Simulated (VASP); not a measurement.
Energy against volume of CoGa (CsCl type). All values below come from RPBE GGA, VASP's PBE PAW potentials (set 64) (plane waves; VASP).

```json
[
 {"V (Å³/atom)": "11.563", "E (eV/atom)": "-4.73536"},
 {"V (Å³/atom)": "11.932", "E (eV/atom)": "-4.75468"},
 {"V (Å³/atom)": "12.301", "E (eV/atom)": "-4.76062"},
 {"V (Å³/atom)": "12.670", "E (eV/atom)": "-4.75530"},
 {"V (Å³/atom)": "13.039", "E (eV/atom)": "-4.74055"}
]
```

**Question.** Fit a third-order Birch-Murnaghan equation of state.

**Answer.** 
- volume per atom: 12.30 Å³/atom
- bulk modulus: 162 GPa
- pressure derivative of the bulk modulus: 4.79
- lattice constant a: 5.496 bohr

The compound is CoGa in the CsCl type structure. It was relaxed first. The run is not spin-polarised, so no magnetic state was tried.
